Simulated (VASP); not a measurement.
Input:

```
CELL_PARAMETERS angstrom
      0.00000     2.06268     2.06268
      2.06268     0.00000     2.06268
      2.06268     2.06268     0.00000
ATOMIC_POSITIONS crystal
  Au 0.00000 0.00000 0.00000
```

Calculation: r2SCAN meta-GGA, VASP's PBE PAW potentials (set 64) (plane waves; VASP). Numerical set-up: 480 eV cut-off, 14×14×14 Γ-centred mesh, first-order Methfessel-Paxton smearing of 0.10 eV, potentials Au.

Energy and stress use the plane-wave basis of the starting cell.

**Question.** The ions, cell shape and volume at an external pressure of 5.0 GPa are relaxed. Which structure does the run end with?

**Answer.** 
```
CELL_PARAMETERS angstrom
      0.00000     2.04292     2.04292
      2.04292     0.00000     2.04292
      2.04292     2.04292     0.00000
ATOMIC_POSITIONS crystal
  Au 0.00000 0.00000 0.00000
```
Space group Fm-3m (225), at a tolerance of 0.03 Å.

**Question.** How do energy and volume change from the first to the last step?

**Answer.** The energy (σ→0) changes by +7.4 meV/atom and the volume by -2.8 %, in 3 ionic steps.

The compound is Au in the fcc structure. This run relaxes it under an external pressure of 5 GPa. Symmetry was kept, so distortions that lower it aren't found.
